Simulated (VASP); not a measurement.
OSZICAR of a VASP run on V3Re (space group P1):

File OSZICAR:
```
       N       E                     dE             d eps       ncg     rms          rms(c)
DAV:   1     0.414321165430E+03    0.41432E+03   -0.20421E+04 18106   0.137E+03
DAV:   2    -0.202186980965E+02   -0.43454E+03   -0.42544E+03 17700   0.549E+02
DAV:   3    -0.488862256026E+02   -0.28668E+02   -0.27602E+02 21684   0.130E+02
DAV:   4    -0.498705633067E+02   -0.98434E+00   -0.97013E+00 20248   0.278E+01
DAV:   5    -0.499138856827E+02   -0.43322E-01   -0.42872E-01 20873   0.425E+00    0.450E+01
DAV:   6    -0.469555544877E+02    0.29583E+01   -0.53175E+01 23648   0.565E+01    0.199E+01
DAV:   7    -0.457319563682E+02    0.12236E+01   -0.38357E+01 23885   0.433E+01    0.109E+01
DAV:   8    -0.452106806285E+02    0.52128E+00   -0.14640E+01 23608   0.285E+01    0.860E+00
DAV:   9    -0.445319455874E+02    0.67874E+00   -0.39436E+00 21137   0.120E+01    0.275E+00
DAV:  10    -0.445189390694E+02    0.13007E-01   -0.19188E-01 20314   0.428E+00    0.128E+00
DAV:  11    -0.445141591534E+02    0.47799E-02   -0.43532E-02 19020   0.246E+00    0.945E-01
DAV:  12    -0.445126501933E+02    0.15090E-02   -0.87879E-03 19184   0.980E-01    0.463E-01
DAV:  13    -0.445126961961E+02   -0.46003E-04   -0.69863E-04 23089   0.227E-01    0.198E-01
DAV:  14    -0.445126742029E+02    0.21993E-04   -0.34615E-04 23480   0.195E-01    0.267E-02
DAV:  15    -0.445126710783E+02    0.31246E-05   -0.67911E-05 24588   0.892E-02    0.974E-03
DAV:  16    -0.445126702644E+02    0.81391E-06   -0.59207E-06 15272   0.283E-02
   1 F= -.44512670E+02 E0= -.44502914E+02  d E =-.195118E-01
```

### Question
Which electronic solver shows in the log?

### Answer
It is blocked Davidson (ALGO = Normal, or the opening steps of other solvers). The INCAR had ALGO = Normal.

### Question
How was spin treated?

### Answer
Without spin polarisation: there is no mag entry.

### Question
Can the final energy be trusted as converged?

### Answer
The calculation finished and met its thresholds. It stopped with EDIFF = 1E-6, NELM = 100 (LDA (Ceperley-Alder, Perdew-Zunger), plane waves, VASP's LDA PAW potentials (set 64)).

The structure comes from a computed database's V3Re entry; how it stands against other phases isn't given here. The cell was not relaxed at this level, atoms are displaced from their ideal sites. The run is one of a series of settings (KPOINTS 8×8×8 Γ-centred mesh against the base run), some of them coarse on purpose. The run is not spin-polarised, so no magnetic state was tried.
